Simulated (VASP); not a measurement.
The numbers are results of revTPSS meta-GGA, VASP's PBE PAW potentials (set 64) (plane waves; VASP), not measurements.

Input for VASP

### INCAR
```
! general
SYSTEM   =  Ni
PREC     =  Accurate
ENCUT    =  520   ! plane-wave cut-off (eV)
LREAL    =  .False.   ! projection in real space or not
LASPH    =  .True.   ! aspherical one-centre terms

! electronic loop
EDIFF    =  1E-7
NELM     =  100   ! most electronic steps
ALGO     =  Normal
LMAXMIX  =  4
LMIXTAU  =  .True.

! smearing
ISMEAR   =  -5   ! tetrahedra, Bloechl

! functional
METAGGA  =  RTPSS

! spin
ISPIN    =  2   ! spin-polarised
MAGMOM   =  0.6

! ions
ISIF     =  2   ! forces and stress, cell fixed

! output
LWAVE    =  .False.
LCHARG   =  .False.
LORBIT   =  11   ! lm-projected
NEDOS    =  601   ! DOS grid
```

### POSCAR
```
Ni
1
    0.0000000000     1.7284231902     1.7284231902
    1.7284231902     0.0000000000     1.7284231902
    1.7284231902     1.7284231902     0.0000000000
Ni
1
Direct
  0.0000000000   0.0000000000   0.0000000000
```

**KPOINTS_OPT**
```
k-points along high-symmetry lines
10
Line-mode
Reciprocal
  0.000000   0.000000   0.000000 ! GAMMA
  0.500000   0.000000   0.500000 ! X

  0.500000   0.000000   0.500000 ! X
  0.625000   0.250000   0.625000 ! U

  0.375000   0.375000   0.750000 ! K
  0.000000   0.000000   0.000000 ! GAMMA

  0.000000   0.000000   0.000000 ! GAMMA
  0.500000   0.500000   0.500000 ! L

  0.500000   0.500000   0.500000 ! L
  0.500000   0.250000   0.750000 ! W

  0.500000   0.250000   0.750000 ! W
  0.500000   0.000000   0.500000 ! X
```

KPOINTS:
```
Automatic mesh
0
Gamma
20 20 20
0 0 0
```

POTCAR, in this order: Ni (PBE.64 set). Program: vasp_std.

The run wrote:

**OUTCAR**
```
 ion  position               nearest neighbor table
   1  0.000  0.000  0.000-
  LATTYP: Found a face centered cubic cell.
 ALAT       =     3.4568463804
 Subroutine PRICEL returns:
 Original cell was already a primitive cell.
 Subroutine GETGRP returns: Found 48 space group operations
The static configuration has the point symmetry O_h .
The dynamic configuration has the point symmetry O_h .
The overall configuration has the point symmetry O_h .
 Subroutine INISYM returns: Found 48 space group operations
 Subroutine IBZKPT returns following result:
 Found    256 irreducible k-points:

 Following reciprocal coordinates:
            Coordinates               Weight
  0.000000  0.000000  0.000000      1.000000
  0.050000  0.000000  0.000000      8.000000
  0.100000  0.000000  0.000000      8.000000
  0.150000  0.000000  0.000000      8.000000
  0.200000  0.000000  0.000000      8.000000
  0.250000  0.000000  0.000000      8.000000
  0.300000  0.000000  0.000000      8.000000
  0.350000  0.000000  0.000000      8.000000
  0.400000  0.000000  0.000000      8.000000
  0.450000  0.000000  0.000000      8.000000
  0.500000  0.000000  0.000000      4.000000
  0.050000  0.050000  0.000000      6.000000
  0.100000  0.050000  0.000000     24.000000
  0.150000  0.050000  0.000000     24.000000
  0.200000  0.050000  0.000000     24.000000
  0.250000  0.050000  0.000000     24.000000
  0.300000  0.050000  0.000000     24.000000
  0.350000  0.050000  0.000000     24.000000
  0.400000  0.050000  0.000000     24.000000
  0.450000  0.050000  0.000000     24.000000
  0.500000  0.050000  0.000000     24.000000
 -0.450000  0.050000  0.000000     24.000000
 -0.400000  0.050000  0.000000     24.000000
 -0.350000  0.050000  0.000000     24.000000
 -0.300000  0.050000  0.000000     24.000000
 -0.250000  0.050000  0.000000     24.000000
 -0.200000  0.050000  0.000000     24.000000
 -0.150000  0.050000  0.000000     24.000000
 -0.100000  0.050000  0.000000     24.000000
 -0.050000  0.050000  0.000000     12.000000
  0.100000  0.100000  0.000000      6.000000
  0.150000  0.100000  0.000000     24.000000
  0.200000  0.100000  0.000000     24.000000
  0.250000  0.100000  0.000000     24.000000
  0.300000  0.100000  0.000000     24.000000
  0.350000  0.100000  0.000000     24.000000
  0.400000  0.100000  0.000000     24.000000
  0.450000  0.100000  0.000000     24.000000
  0.500000  0.100000  0.000000     24.000000
 -0.450000  0.100000  0.000000     24.000000
   k-points           NKPTS =    256   k-points in BZ     NKDIM =    256   number of bands    NBANDS=      9
   number of dos      NEDOS =    601   number of ions     NIONS =      1
   total plane-waves  NPLWV =   5832
   dimension x,y,z NGX =    18 NGY =   18 NGZ =   18
   dimension x,y,z NGXF=    36 NGYF=   36 NGZF=   36
   ions per type =               1
   PREC   = accura    normal or accurate (medium, high low for compatibility)
   ISTART =      0    job   : 0-new  1-cont  2-samecut
   ICHARG =      2    charge: 1-file 2-atom 10-const
   ISPIN  =      2    spin polarized calculation?
   LNONCOLLINEAR =      F non collinear calculations
   LSORBIT =      F    spin-orbit coupling
   INIWAV =      1    electr: 0-lowe 1-rand  2-diag
   ENCUT  =  520.0 eV  38.22 Ry    6.18 a.u.   4.54  4.54  4.54*2*pi/ulx,y,z
   NELM   =    100;   NELMIN=  2; NELMDL= -5     # of ELM steps
   EDIFF  = 0.1E-06   stopping-criterion for ELM
   LREAL  =      F    real-space projection
   NLSPLINE    = F    spline interpolate recip. space projectors
   LMAXMIX     =    4 max onsite mixed and CHGCAR
...
```

**OSZICAR**
```
       N       E                     dE             d eps       ncg     rms          rms(c)
DAV:   1     0.518256440156E+02    0.51826E+02   -0.64035E+03  9559   0.201E+03
DAV:   2     0.920511038629E+01   -0.42621E+02   -0.41666E+02 10415   0.272E+02
DAV:   3     0.713608684019E+01   -0.20690E+01   -0.20314E+01 13082   0.788E+01
DAV:   4     0.710729655343E+01   -0.28790E-01   -0.28775E-01 13984   0.925E+00
DAV:   5     0.710685751417E+01   -0.43904E-03   -0.43918E-03 13754   0.912E-01    0.867E+00
DAV:   6    -0.199857602385E+01   -0.91054E+01   -0.16907E+01  9273   0.518E+01    0.578E+00
DAV:   7    -0.230585809864E+01   -0.30728E+00   -0.75272E-01 11455   0.133E+01    0.841E+00
DAV:   8    -0.171929274607E+01    0.58657E+00   -0.53836E+00 10344   0.334E+01    0.174E+00
DAV:   9    -0.172047476775E+01   -0.11820E-02   -0.20443E-02 10394   0.173E+00    0.864E-01
DAV:  10    -0.172124053016E+01   -0.76576E-03   -0.49221E-02 10743   0.222E+00    0.504E-01
DAV:  11    -0.171809166826E+01    0.31489E-02   -0.15985E-02 10562   0.165E+00    0.127E-01
DAV:  12    -0.171798384269E+01    0.10783E-03   -0.17485E-03 10710   0.487E-01    0.143E-02
DAV:  13    -0.171799664625E+01   -0.12804E-04   -0.38664E-05  9588   0.116E-01    0.212E-02
DAV:  14    -0.171799286441E+01    0.37818E-05   -0.13702E-05 11108   0.568E-02    0.835E-03
DAV:  15    -0.171798862491E+01    0.42395E-05   -0.70645E-06 10563   0.350E-02    0.361E-03
DAV:  16    -0.171798911885E+01   -0.49395E-06   -0.25917E-07  5123   0.724E-03    0.148E-03
DAV:  17    -0.171798895415E+01    0.16471E-06   -0.24437E-08  4776   0.279E-03    0.326E-04
DAV:  18    -0.171798884870E+01    0.10544E-06   -0.18921E-09  4695   0.622E-04    0.241E-04
DAV:  19    -0.171798887712E+01   -0.28416E-07   -0.37373E-10  4709   0.325E-04
   1 F= -.17179889E+01 E0= -.17179889E+01  d E =0.000000E+00  mag=     0.6329
       N       E                     dE             ncg
```

**OUTCAR**
```
------------------------ aborting loop because EDIFF is reached ----------------------------------------
  FORCE on cell =-STRESS in cart. coord.  units (eV):
  Direction    XX          YY          ZZ          XY          YZ          ZX
  --------------------------------------------------------------------------------------
  Total        0.0234948      0.0234948      0.0234948      0.0000000     -0.0000000     -0.0000000
  in kB        3.6450386      3.6450386      3.6450386      0.0000000     -0.0000000     -0.0000000
  external PRESSURE =       3.6450386 kB  Pullay stress =       0.0000000 kB
  volume of cell :       10.33
      direct lattice vectors                 reciprocal lattice vectors
     0.000000000  1.728423190  1.728423190    -0.289281006  0.289281006  0.289281006
     1.728423190  0.000000000  1.728423190     0.289281006 -0.289281006  0.289281006
     1.728423190  1.728423190  0.000000000     0.289281006  0.289281006 -0.289281006
 POSITION                                       TOTAL-FORCE (eV/Angst)
 -----------------------------------------------------------------------------------
      0.00000      0.00000      0.00000        -0.000000     -0.000000     -0.000000
 -----------------------------------------------------------------------------------
    total drift:                                0.000000      0.000000     -0.000000
  FREE ENERGIE OF THE ION-ELECTRON SYSTEM (eV)
  ---------------------------------------------------
  free  energy   TOTEN  =        -1.7179888771 eV

  energy  without entropy=       -1.7179888771  energy(sigma->0) =       -1.71798888

 total charge

# of ion       s       p       d       tot
------------------------------------------
    1        0.512   0.551   8.321   9.384

 magnetization (x)

# of ion       s       p       d       tot
------------------------------------------
    1       -0.008  -0.027   0.677   0.641
```
(Selected blocks of OUTCAR.)

### OUTCAR
```
 val. band max:       10.1132083285   @ k =   0.4000   0.1000   0.0000

 cond. band min:      10.0595362489   @ k =   0.4000   0.3500   0.0000


 Fermi energy:        10.0820292744

 spin component 1

 k-point     1 :       0.0000    0.0000    0.0000
  band No.  band energies     occupation
      1       0.5752      1.00000
      2       7.4006      1.00000
      3       7.4007      1.00000
      4       7.4007      1.00000
      5       8.7067      1.00000
      6       8.7067      1.00000
      7      34.2540      0.00000
      8      38.5415      0.00000
      9      38.5415      0.00000

 k-point     2 :       0.0500    0.0000    0.0000
  band No.  band energies     occupation
      1       0.6771      1.00000
      2       7.3726      1.00000
      3       7.4246      1.00000
      4       7.4246      1.00000
      5       8.6960      1.00000
      6       8.6960      1.00000
      7      33.9751      0.00000
      8      37.0866      0.00000
      9      38.2911      0.00000

 k-point     3 :       0.1000    0.0000    0.0000
  band No.  band energies     occupation
      1       0.9790      1.00000
      2       7.2952      1.00000
      3       7.4897      1.00000
      4       7.4897      1.00000
      5       8.6709      1.00000
      6       8.6709      1.00000
      7      32.5886      0.00000
      8      35.6858      0.00000
      9      37.7715      0.00000

 k-point     4 :       0.1500    0.0000    0.0000
  band No.  band energies     occupation
      1       1.4682      1.00000
      2       7.1883      1.00000
      3       7.5735      1.00000
      4       7.5735      1.00000
      5       8.6526      1.00000
      6       8.6526      1.00000
      7      30.1640      0.00000
      8      35.1671      0.00000
      9      37.2328      0.00000

 k-point     5 :       0.2000    0.0000    0.0000
  band No.  band energies     occupation
      1       2.1191      1.00000
...
```

For a metal the tetrahedron method with Blöchl corrections gives inexact stress and forces.

The compound is Ni in the fcc structure. It was relaxed first, which changed the volume by -5 %.
